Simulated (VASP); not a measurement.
A convergence study with VASP on Ta (bcc): one setting is varied, all else stays as given below, so the limit is that of these other settings. Each run relaxes cell and ions from the cell shown. The basis is that of the starting cell, so low cut-offs carry a Pulay error.

```
Ta
1.0
   -1.65000     1.65000     1.65000
    1.65000    -1.65000     1.65000
    1.65000     1.65000    -1.65000
Ta
1
Direct
  0.00000   0.00000   0.00000
```

The numbers are results of LDA (Ceperley-Alder, Perdew-Zunger), VASP's LDA PAW potentials (set 64) (plane waves; VASP 6.6.1), not measurements. The tightest run used: 700 eV cut-off, 13×13×13 Γ-centred mesh, first-order Methfessel-Paxton smearing of 0.10 eV, potentials Ta_pv.

Q: The settings run are ENCUT = 150; ENCUT = 200; ENCUT = 250; ENCUT = 300; ENCUT = 350; ENCUT = 400; ENCUT = 450; ENCUT = 500; ENCUT = 550; ENCUT = 600; ENCUT = 650; ENCUT = 700. From which on does the relaxed volume stay within 0.1 Å³/atom of the tightest run?

A: From ENCUT = 250 on: it is off by 0.060 there and by no more than 0.1 in any finer run, while ENCUT = 200 is off by 0.238.
```tsv
setting	relaxed volume (Å³/atom)	E (eV/atom)	plane waves	difference judged (Å³/atom)
ENCUT = 150	15.356	-13.4439	83	1.941
ENCUT = 200	17.060	-12.8447	135	0.238
ENCUT = 250	17.237	-12.8207	177	0.060
ENCUT = 300	17.254	-12.8213	236	0.043
ENCUT = 350	17.284	-12.8212	274	0.013
ENCUT = 400	17.293	-12.8209	339	0.005
ENCUT = 450	17.294	-12.8208	402	0.003
ENCUT = 500	17.295	-12.8208	470	0.002
ENCUT = 550	17.296	-12.8208	543	0.001
ENCUT = 600	17.297	-12.8209	613	0.001
ENCUT = 650	17.297	-12.8208	691	0.000
ENCUT = 700	17.297	-12.8208	767	0.000
```

Left out are rungs that failed or repeat a setting and relaxations that didn't move; long series are thinned to 24 rows.

The compound is Ta in the bcc structure.
